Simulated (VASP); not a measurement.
# LaB2Rh2C: structure and properties in VASP

What structure does LaB2Rh2C take at this level, and what are its properties? The steps: full relaxation (LDA), second relaxation, single point with fields (LDA), band structure (LDA), total and projected DOS (LDA), field gradients at the nuclei (LDA) and band structure (LDA), changed input. The start is a computed cell from the Materials Project.

Main program and level: VASP 6.6.1; LDA; plane waves and PAW (La, B, Rh_pv, C).

Most raw output is cut from this account.

## Step 1: The starting structure

Before any relaxation, the start is as follows. It takes space group I4/mmm (No. 139, tetragonal). Conventional cell: a = 3.904 Å, b = 3.904 Å, c = 10.360 Å, α = 90.00°, β = 90.00°, γ = 90.00°. La has 4 C at 2.76 Å and 10 B at 3.14 to 3.68 Å and 8 Rh at 3.24 Å nearest. B has 1 C at 1.50 Å and 4 Rh at 2.23 Å and 5 B at 3.00 to 3.52 Å and 5 La at 3.14 to 3.68 Å nearest. Nearest to Rh lie 4 B at 2.23 Å. Nearest to C lie 2 B at 1.50 Å and 4 La at 2.76 Å. Farther neighbours are not listed.

As a file:

```xyz
6
Lattice="0.0000 -3.9045 0.0000 -3.9045 0.0000 0.0000 1.9522 -1.9522 -5.1799" Properties=species:S:1:pos:R:3 pbc="T T T"
La    0.0000    0.0000    0.0000
B    -1.9522   -1.9522   -1.5019
B     0.0000   -3.9045   -3.6780
Rh    0.0000   -1.9522   -2.5899
Rh   -1.9522   -3.9045   -2.5899
C    -1.9522   -1.9522    0.0000
```

## Step 2: Full relaxation (LDA)

The start need not lie at this functional's minimum. ISIF = 3 frees volume, shape and positions, and EDIFFG sets the threshold on forces and stress at which the search stops. LDA, the lowest rung, knows the local density alone.

INCAR reads:

```
SYSTEM = LaB2Rh2C
PREC = Accurate
ENCUT = 520
EDIFF = 1E-06
NELM = 100
ISMEAR = 0
SIGMA = 0.05
LREAL = .FALSE.
ALGO = Normal
GGA = CA
NBANDS = 31
LASPH = .TRUE.
LORBIT = 11
LWAVE = .FALSE.
LCHARG = .FALSE.
KPAR = 4
IBRION = 2
NSW = 60
ISIF = 3
EDIFFG = -0.01
```

POSCAR reads:

```
LaB2Rh2C
1.0
    0.0000000000     -3.9044740000      0.0000000000
   -3.9044740000      0.0000000000      0.0000000000
    1.9522370000     -1.9522370000     -5.1798780000
La B Rh C
1 2 2 1
Direct
    0.0000000000      0.0000000000      0.0000000000
    0.3550290000      0.6449710000      0.2899420000
    0.6449710000      0.3550290000      0.7100580000
    0.2500000000      0.2500000000      0.5000000000
    0.7500000000      0.7500000000      0.5000000000
    0.5000000000      0.5000000000      0.0000000000
```

KPOINTS reads:

```
Automatic mesh
0
Gamma
6 6 6
0 0 0
```

The projector-augmented-wave data sets are La, B, Rh_pv and C (LDA family, release 64).

The run is started by

```console
$ mpirun -np 4 vasp_std
```

It took 2.3 min on 4 MPI ranks of AMD EPYC 7R43, shared host; peak memory 0.85 GiB; 8.9 min of CPU time.

This run has no spin polarisation. Its electron count is odd, so without a moment it is a metal by construction. The k-mesh is coarse for a metal. The run keeps the 16 symmetry operations of its start, so it cannot find a distortion of lower symmetry.

The steps of the relaxation:

```
step  energy less that of the first step (eV)  largest force (eV/Å)  pressure (GPa)  volume (Å³)
   1                                   0.0000                0.1832          -10.49        78.97
   2                                   0.1277                0.4342           18.27        69.52
   3                                  -0.1471                0.3159           -0.08        74.79
   4                                  -0.1471                0.3189            0.17        74.70
   5                                  -0.1487                0.2049            0.03        74.63
   6                                  -0.1506                0.0106            0.07        74.66
   7                                  -0.1506                0.0048           -0.11        74.71
   8                                  -0.1506                0.0064           -0.06        74.70
```

```
conventional cell, symmetrised  before   after  change
                         a (Å)   3.904   3.826  -2.0 %
                         b (Å)   3.904   3.826  -2.0 %
                         c (Å)  10.360  10.206  -1.5 %
              volume (Å³/atom)   13.16   12.45  -5.4 %
```

The atoms that moved most (Å, as changes of fractional coordinates times the final cell):

```
atom     dx     dy      dz  length
  B3  0.000  0.000   0.012   0.012
  B2  0.000  0.000  -0.012   0.012
```

Final coordinates:

```xyz
6
Lattice="0.0000 -3.8261 0.0000 -3.8261 0.0000 0.0000 1.9131 -1.9131 -5.1029" Properties=species:S:1:pos:R:3 pbc="T T T"
La    0.0000    0.0000    0.0000
B    -1.9131   -1.9131   -1.4915
B     0.0000   -3.8261   -3.6114
Rh    0.0000   -1.9131   -2.5515
Rh   -1.9131   -3.8261   -2.5515
C    -1.9131   -1.9131    0.0000
```

This step gave:

```
electrons                       : 51
bands                           : 31
irreducible k-points            : 30
symmetry operations             : 16
free energy (TOTEN)             : -51.6466 eV
energy at zero smearing         : -51.6450 eV
Fermi energy                    : 9.717 eV
pressure                        : -0.06173 GPa
metallic                        : yes
SCF cycles over all ionic steps : 69
```

It ends with a largest force of 0.006 eV/Å and a pressure of -0.06 GPa.

## Step 3: Second relaxation

A relaxation keeps the plane waves of the cell it began with, so it is repeated from the new cell, on a basis made for it.

INCAR is that of step 2.

POSCAR reads:

```
LaB2Rh2C
1.0
    0.0000000000     -3.8261483808      0.0000000000
   -3.8261483808      0.0000000000      0.0000000000
    1.9130741904     -1.9130741904     -5.1029396396
La B Rh C
1 2 2 1
Direct
    0.0000000000      0.0000000000      0.0000000000
    0.3538589488      0.6461410512      0.2922821024
    0.6461410512      0.3538589488      0.7077178976
    0.2500000000      0.2500000000      0.5000000000
    0.7500000000      0.7500000000      0.5000000000
    0.5000000000      0.5000000000      0.0000000000
```

KPOINTS is that of step 2.

The run is started by

```console
$ mpirun -np 4 vasp_std
```

Elapsed: 32 s, on 4 MPI ranks; peak memory 0.77 GiB.

Little changed from the start: no atom moved by 0.005 Å and no cell edge by 0.1 %.

This step gave:

```
free energy (TOTEN)             : -51.6441 eV
energy at zero smearing         : -51.6425 eV
Fermi energy                    : 9.718 eV
pressure                        : -0.03467 GPa
SCF cycles over all ionic steps : 15
```

It ends with a largest force of 0.007 eV/Å and a pressure of -0.03 GPa. The volume moved by under 0.01 %: the run met its threshold at the first step.

## Step 4: Single point with fields (LDA)

A single point on the relaxed cell gives a clean self-consistent state, with density, ELF and potential written out.

Edit INCAR of step 3 so:

```diff
@@ -14,7 +14,5 @@
 LWAVE = .FALSE.
-LCHARG = .FALSE.
-KPAR = 4
-IBRION = 2
-NSW = 60
-ISIF = 3
-EDIFFG = -0.01
+LCHARG = .TRUE.
+ISIF = 2
+LELF = .TRUE.
+LVHAR = .TRUE.
```

POSCAR is that of step 3.

KPOINTS is that of step 3.

The run is started by

```console
$ mpirun -np 4 vasp_std
```

It took 29 s on 4 MPI ranks; peak memory 0.54 GiB.

This step gave:

```
SCF cycles : 15
bands      : 32
pressure   : -0.03557 GPa
```

Valence electrons inside each PAW sphere by angular momentum. Sphere charges, by row:

```
atom  s (e)  p (e)  d (e)  f (e)  tot (e)
 La1  2.038  5.666  0.757  0.197    8.658
  B2  0.695  1.228      0      0    1.923
  B3  0.695  1.228      0      0    1.923
 Rh4  0.447  6.313  7.296      0    14.06
 Rh5  0.447  6.313  7.296      0    14.06
  C6  0.881  1.642      0      0    2.524
```

ELF in the ac plane of the conventional cell at fractional y = 0.000, with atoms of La and B and Rh and C within 0.2 Å of it. It is the smooth field of the valence electrons, not physical close to the nuclei.

Ten even steps from '0' (0.04) to '9' (0.86), each cell a mean:
```
68994100027997
99852000003799
54311122211235
11112333322111
11223443442221
43224300143234
66534421243466
35654444434663
02553233334541
77753211124677
99874100125799
14775200036863
56874100026886
99863110124799
45553222223554
02553333334641
56654443444565
55434300143345
32223421243223
11123444432111
11112233321111
87521111111467
99973000015899
47995100027996
```
Columns run along a (3.8 Å), rows up along c (10.2 Å), edges of the conventional cell, whose origin can differ from the input's. Atoms in or near the plane, at fractional coordinates: La at (0.00, 0.00), B at (0.00, 0.35), B at (0.00, 0.65), Rh at (0.50, 0.25), Rh at (0.50, 0.75), C at (0.00, 0.50).

Valence density in the ac plane of the conventional cell at fractional y = 0.000, with atoms of La and B and Rh and C within 0.2 Å of it. It is the smooth field of the valence electrons, not physical close to the nuclei.

Ten steps, logarithmic in the rise over the least value, from '0' (0.1 e/Å³) to '9' (9.1 e/Å³), each cell a mean:
```
56653100014565
65532000012456
33211111111233
11112345432111
11135788864211
22246899985322
33346899975333
44434677654444
34432333323344
55421111112345
65431000012356
66532000012456
66532000012456
65431000012345
44432111112344
34433445433343
44445788864444
33346899985333
11236899975321
01124677653211
11112233321111
44321111111344
66542100013566
35653100024664
```
Columns run along a (3.8 Å), rows up along c (10.2 Å), edges of the conventional cell, whose origin can differ from the input's. Atoms in or near the plane, at fractional coordinates: La at (0.00, 0.00), B at (0.00, 0.35), B at (0.00, 0.65), Rh at (0.50, 0.25), Rh at (0.50, 0.75), C at (0.00, 0.50).

Electrostatic potential energy in the ac plane of the conventional cell at fractional y = 0.000, with atoms of La and B and Rh and C within 0.2 Å of it. With pseudopotentials it is smooth inside the atoms' cores, unlike the true potential.

Ten even steps from '_' (-75 eV) to '@' (2 eV), each cell a mean:
```
____..**%%@@@@@@@@@@##==____
::--**%%@@@@@@@@@@@@%%##++--
%%%%%%@@@@@@@@@@@@@@@@@@%%%%
@@@@@@@@@@%%%%##%%@@@@@@@@@@
@@@@@@@@##++------++%%@@@@@@
@@@@@@%%++::____..--**@@@@@@
%%%%@@%%++--......==##@@@@%%
****##@@%%**++==++##%%%%****
@@****@@@@@@@@@@@@@@@@%%**##
****%%@@@@@@@@@@@@@@@@@@##**
++##%%@@@@@@@@@@@@@@@@@@%%**
**==##@@@@@@@@@@@@@@@@%%++==
====##@@@@@@@@@@@@@@@@@@**==
**##@@@@@@@@@@@@@@@@@@@@%%##
****##@@@@@@@@@@@@@@@@%%****
@@****@@@@%%%%##%%@@@@%%**##
****%%@@##++------++%%@@##**
@@@@@@%%++::____..--**@@@@@@
@@@@@@%%++--......==##@@@@@@
@@@@@@@@%%**++==++##@@@@@@@@
@@@@@@@@@@@@@@@@@@@@@@@@@@@@
**##%%@@@@@@@@@@@@@@@@%%##**
__..==##%%@@@@@@@@@@%%**--..
____..++%%@@@@@@@@@@##--____
```
Columns run along a (3.8 Å; values clipped at the 3rd and 97th percentile), rows up along c (10.2 Å), edges of the conventional cell, whose origin can differ from the input's. Atoms in or near the plane, at fractional coordinates: La at (0.00, 0.00), B at (0.00, 0.35), B at (0.00, 0.65), Rh at (0.50, 0.25), Rh at (0.50, 0.75), C at (0.00, 0.50).

In this run the pressure is -0.04 GPa, small enough to go on.

## Step 5: Band structure (LDA)

The mesh alone shows little of the dispersion and can miss band extrema, so KPOINTS_OPT adds a path through the symmetry points after the self-consistent cycle.

INCAR reads:

```
SYSTEM = LaB2Rh2C
PREC = Accurate
ENCUT = 520
EDIFF = 1E-06
NELM = 100
ISMEAR = 0
SIGMA = 0.05
LREAL = .FALSE.
ALGO = Normal
GGA = CA
NBANDS = 41
LASPH = .TRUE.
LORBIT = 11
LWAVE = .FALSE.
LCHARG = .FALSE.
KPAR = 4
```

POSCAR is that of step 4.

KPOINTS is that of step 4.

KPOINTS_OPT reads:

```
Line mode
16
Line-mode
Reciprocal
  0.00000000   0.00000000   0.00000000 GAMMA
  0.50000000  -0.50000000   0.50000000 X

  0.50000000  -0.50000000   0.50000000 X
  0.57027369  -0.42972631   0.50000000 Y

  0.57027369  -0.42972631   0.50000000 Y
  0.57027369   0.00000000   0.28513685 S

  0.57027369   0.00000000   0.28513685 S
  0.00000000   0.00000000   0.00000000 GAMMA

  0.00000000   0.00000000   0.00000000 GAMMA
  0.00000000   0.00000000  -0.50000000 Z

  0.00000000   0.00000000  -0.50000000 Z
  0.42972631   0.00000000  -0.28513685 S1

  0.42972631   0.00000000  -0.28513685 S1
  0.50000000   0.00000000   0.00000000 N

  0.50000000   0.00000000   0.00000000 N
  0.50000000  -0.50000000   0.25000000 P

  0.50000000  -0.50000000   0.25000000 P
  0.42972631  -0.42972631  -0.07027369 Y1

  0.42972631  -0.42972631  -0.07027369 Y1
  0.00000000   0.00000000  -0.50000000 Z

  0.50000000  -0.50000000   0.50000000 X
  0.50000000  -0.50000000   0.25000000 P
```

The run is started by

```console
$ mpirun -np 4 vasp_std
```

Run time: 2.1 min. Hardware: 4 MPI ranks; peak memory 1.1 GiB.

Spin-orbit coupling is off here; with elements this heavy it splits and shifts levels by tenths of an eV or more. The cell is typed on its shortest vectors, so the axes of tensors and the coordinates of k-points follow the printed cell and not the standard setting.

This step gave:

```
SCF cycles   : 14
bands        : 41
Fermi energy : 9.717 eV
pressure     : -0.02082 GPa
```

Electronic bands along the path, in eV, zero at the Fermi level; # counts the bands kept:

```
          point    #12    #13    #14    #15   #16   #17   #18   #19
              Γ  -0.62  -0.01   0.00   0.00  0.02  1.40  2.82  3.25
0.53 of the way  -0.89  -0.88  -0.69   0.07  1.18  1.96  2.48  3.23
              X  -0.89  -0.80  -0.62  -0.62  0.22  2.04  2.63  2.82
0.47 of the way  -1.00  -0.87  -0.63  -0.39  0.23  2.06  2.63  2.82
              Y  -1.27  -0.75  -0.65  -0.03  0.24  2.15  2.60  2.82
0.47 of the way  -1.47  -0.99  -0.52  -0.04  1.11  2.63  2.68  2.99
              S  -1.77  -1.51  -1.05  -0.45  1.94  2.84  2.87  2.92
0.53 of the way  -1.20  -1.02  -0.71  -0.64  1.67  2.01  2.45  3.30
              Γ  -0.62  -0.01   0.00   0.00  0.02  1.40  2.82  3.25
0.53 of the way  -0.41   0.00   1.15   1.30  1.30  1.31  1.40  3.13
              Z  -0.19  -0.19   0.00   1.40  2.11  2.25  2.25  2.79
0.53 of the way  -0.71  -0.62  -0.09   0.90  1.48  2.41  2.43  3.03
             S1  -1.77  -1.51  -1.05  -0.45  1.94  2.84  2.87  2.92
0.47 of the way  -1.88  -1.63  -1.19  -0.60  2.07  2.83  2.93  3.00
              N  -1.96  -1.72  -1.32  -0.68  2.25  2.82  2.96  3.06
0.53 of the way  -1.18  -1.05  -0.67  -0.52  1.52  1.64  3.00  3.03
              P  -0.97  -0.97  -0.62  -0.62  1.26  1.26  2.76  2.76
0.53 of the way  -1.07  -0.88  -0.63  -0.46  0.59  1.85  2.69  2.81
             Y1  -1.27  -0.75  -0.65  -0.03  0.24  2.15  2.60  2.82
0.47 of the way  -1.06  -0.82   0.28   1.05  1.87  1.94  2.67  2.80
              Z  -0.19  -0.19   0.00   1.40  2.11  2.25  2.25  2.79
      jump to X  -0.89  -0.80  -0.62  -0.62  0.22  2.04  2.63  2.82
0.47 of the way  -0.92  -0.91  -0.62  -0.62  0.55  1.84  2.68  2.81
              P  -0.97  -0.97  -0.62  -0.62  1.26  1.26  2.76  2.76
```

Of the projections kept (La, B, Rh, C), the largest for each band there; the rest of the weight can lie on other orbitals:

```
point      #12      #13      #14      #15      #16      #17      #18      #19
    Γ   C 0.43  Rh 0.70  Rh 0.62  Rh 0.62  Rh 0.71  Rh 1.00  Rh 0.37  La 1.00
    X  Rh 0.62  Rh 0.56  Rh 0.99  Rh 0.99  Rh 0.59  Rh 0.87  La 0.87  La 0.54
    Y  Rh 0.88  Rh 0.68  Rh 0.99  Rh 0.78  Rh 0.60  Rh 0.80  La 0.85  La 0.55
    S  Rh 0.90  Rh 0.80  Rh 0.70  Rh 0.65  La 0.57  La 0.69  La 0.79  La 0.93
    Γ   C 0.43  Rh 0.70  Rh 0.62  Rh 0.62  Rh 0.71  Rh 1.00  Rh 0.37  La 1.00
    Z  Rh 0.78  Rh 0.78  Rh 1.00  Rh 1.00  Rh 0.60  La 0.64  La 0.64  La 0.97
```

There is no gap at this level.

## Step 6: Total and projected DOS (LDA)

Here the states are counted by energy and projected on the atoms. The mesh is finer than in the run before.

Edit INCAR of step 5 so:

```diff
@@ -5,3 +5,3 @@
 NELM = 100
-ISMEAR = 0
+ISMEAR = -5
 SIGMA = 0.05
@@ -16 +16,2 @@
 KPAR = 4
+NEDOS = 2001
```

POSCAR is that of step 5.

KPOINTS reads:

```
Automatic mesh
0
Gamma
9 9 9
0 0 0
```

The run is started by

```console
$ mpirun -np 4 vasp_std
```

Elapsed: 75 s, on 4 MPI ranks; peak memory 1.2 GiB.

With tetrahedra the forces and stress of a metal are not exact derivatives of the energy.

Numbers from this step:

- SCF cycles: 16
- irreducible k-points: 75
- free energy (TOTEN): -51.6486 eV
- Fermi energy: 9.710 eV
- pressure: 0.02871 GPa
- DOS at the Fermi level: 2.329 states/eV/cell

[end of part 1 of 2]

[Lines on the potential files, build, host, timing and source positions are cut from VASP's logs without a mark.]

[Logs are printed without paths, hosts, clocks, repeated set-up lines and the standing remarks that a program may print on its own settings, such as how far it seeks lower states.]

[Hosts, paths, dates, database ids (printed as entryN), source tags and the programs' standing remarks are cut or masked in the printed files.]

[A measured line is paired with the nearest computed mode of its activity, which favours agreement.]
